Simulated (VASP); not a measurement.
Energy against volume of TiB2 (AlB2 type). Computed with PBE GGA with D3 dispersion (zero damping), VASP's PBE PAW potentials (set 64) (plane waves; VASP). Run with 520 eV cut-off, 12×12×10 Γ-centred mesh, first-order Methfessel-Paxton smearing of 0.10 eV, potentials Ti_sv B.

Shape and ions are relaxed at each volume.

```tsv
V (Å³/atom)	E (eV/atom)
7.856	-8.40884
8.107	-8.43013
8.357	-8.43681
8.608	-8.43089
```

### Question
Fit these four points and predict the energy of the run at 8.859 Å³/atom.

### Answer
A cubic in V^(−2/3), the third-order Birch-Murnaghan form, passes through the four points with V0 = 8.36 Å³/atom and B0 = 268 GPa, and gives -8.4140 eV/atom there. The run gave -8.4141 eV/atom, -0.1 meV/atom from the fit; all five points give B0 = 268 GPa.

The compound is TiB2 in the AlB2 type structure. It was relaxed first.
